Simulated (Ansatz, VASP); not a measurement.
AlIn: VASP beside Ansatz

The input INCAR:

```
SYSTEM = AlIn
ALGO     = Normal         ! electronic algorithm
EDIFF    = 1E-6           ! SCF threshold, eV
EDIFFG   = -0.005         ! ionic threshold
ENCUT    = 600            ! plane-wave cutoff, eV
GGA      = PS             ! functional
IBRION   = 2              ! ionic algorithm
ISIF     = 3              ! what is computed and relaxed
ISMEAR   = 0              ! smearing method
LASPH    = .TRUE.         ! aspherical terms in the spheres
LCHARG   = .FALSE.        ! write CHGCAR
LREAL    = .FALSE.        ! projectors in reciprocal space
LWAVE    = .FALSE.        ! write WAVECAR
NELM     = 100            ! most SCF steps
NSW      = 100            ! ionic steps
PREC     = Accurate       ! precision mode
SIGMA    = 0.1            ! smearing width, eV
```

KPOINTS

```
k-points
0
G
  14 14 8
  0 0 0
```

POSCAR

```
AlIn
1.0
    1.7622726771     -2.4922299206      0.0000000000
    1.7622726771      2.4922299206      0.0000000000
    0.0000000000      0.0000000000      4.9844598412
Al In
1 1
Direct
    0.5000000000      0.5000000000      0.5000000000
    0.0000000000      0.0000000000      0.0000000000
```

Input for Ansatz:

```yaml
crystal:
  lattice:
    - [1.7622726771, -2.4922299206, 0.0]
    - [1.7622726771, 2.4922299206, 0.0]
    - [0.0, 0.0, 4.9844598412]
  atoms:
    - { symbol: Al, position: [0.5, 0.5, 0.5] }
    - { symbol: In, position: [0.0, 0.0, 0.0] }
basis:
  ecutwfc: 420
kpoints:
  mp_grid: { grid: [14, 14, 8] }
hamiltonian:
  xc: pbesol
scf:
  occupations: { method: gaussian, width: 0.1 }
output:
  forces: true
  stress: true
  eigenvalues: true
relax:
  adjacent_minimum: "off"
  f_tol: 0.005
  max_steps: 80
  cell: { stress_tol: 0.05 }
```

The cell comes from a database or a generator and needn't be the stable form of this composition.

Alike in both runs: task relaxation of cell and atoms; functional PBEsol; k mesh 14 × 14 × 8; occupations gaussian, width 0.1 eV; no spin polarisation.

```csv
,VASP,Ansatz
version,VASP 6.6.1,Ansatz 0.2.0
potentials or method,"VASP PAW PBE potentials, release 64 (Al, In_d)","scalar-relativistic, plane waves, PAW"
plane-wave cutoff (eV),600,420
valence electrons in the cell,16,16
```

Ansatz gave:

| Property | Result |
| --- | --- |
| gap on the k mesh at the Fermi level, each at its own relaxed structure (eV) | none |
| relaxed volume (Å³/atom) | 21.22 |
| relaxed cell length with the largest relative difference (Å) | 4.633 |
| energy change over the relaxation (meV/atom) | -40 |

Task: Which values does VASP return?

Result: gap on the k mesh at the Fermi level, each at its own relaxed structure (eV): none; relaxed volume (Å³/atom): 21.18; relaxed cell length with the largest relative difference (Å): 4.163; energy change over the relaxation (meV/atom): -43.

A gap of «none» marks a metal or a gap that the smearing closes. One of these differences is far larger than is usual between the two programs; its cause wasn't traced.

Caveats: the PAW data sets were made with another functional, which shifts forces and pressure a little (VASP).
